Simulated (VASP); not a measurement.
An input for Quantum ESPRESSO's pw.x (written as the equivalent of a VASP run, and not itself run):

```
&CONTROL
  calculation = 'scf'
  pseudo_dir = './pseudo'
  outdir = './out'
  tprnfor = .true.
  tstress = .true.
/
&SYSTEM
  ibrav = 0
  nat = 2
  ntyp = 2
  ecutwfc = 84
  occupations = 'smearing'
  smearing = 'gaussian'
  degauss = 0.003675
  input_dft = 'pbe'
/
&ELECTRONS
  conv_thr = 7.3e-08
  electron_maxstep = 100
/
ATOMIC_SPECIES
  K 39.098 K.upf
  F 18.998 F.upf
CELL_PARAMETERS angstrom
     0.0000000    2.6317400    2.6001400
     2.7255060    0.0000000    2.6001400
     2.7255060    2.6317400    0.0000000
ATOMIC_POSITIONS crystal
  K    0.0000000  0.0000000  0.0000000
  F    0.4853480  0.5146520  0.5146520
K_POINTS automatic
  8 8 8 0 0 0
```

Task: Translate this input to VASP (INCAR, KPOINTS, POSCAR, choice of POTCAR).

Result: One answer among several that fit: 
**INCAR**
```
LWAVE = F
SIGMA = 0.05   ! width (eV)
LASPH = T   ! aspherical one-centre terms
NELM = 100
LCHARG = F
ENCUT = 520
PREC = Accurate
EDIFF = 1E-6   ! SCF stop (eV)
ISMEAR = 0   ! Gaussian
SYSTEM = KF
LREAL = F
ISIF = 2
GGA = PE   ! PBE
ALGO = Normal
```

### KPOINTS
```
K-points
0
gamma
 8 8 8
0 0 0
```

### POSCAR
```
KF
1
    0.0000000000     2.6317400000     2.6001400000
    2.7255060000     0.0000000000     2.6001400000
    2.7255060000     2.6317400000     0.0000000000
K F
1 1
Direct
  0.0000000000   0.0000000000   0.0000000000
  0.4853480000   0.5146520000   0.5146520000
```

POTCAR, in this order: K_sv F (PBE.64 set). Program: vasp_std.

The two are equivalent in intent, not identical: the potentials are each code's own (VASP's PAW set, PseudoDojo norm-conserving files in pw.x), so ENCUT and ecutwfc are chosen apart and not converted; conv_thr bounds pw.x's estimated SCF error, while EDIFF bounds the energy change between steps.

The compound is KF in the rock salt structure. The cell was not relaxed at this level, atoms are displaced from their ideal sites.
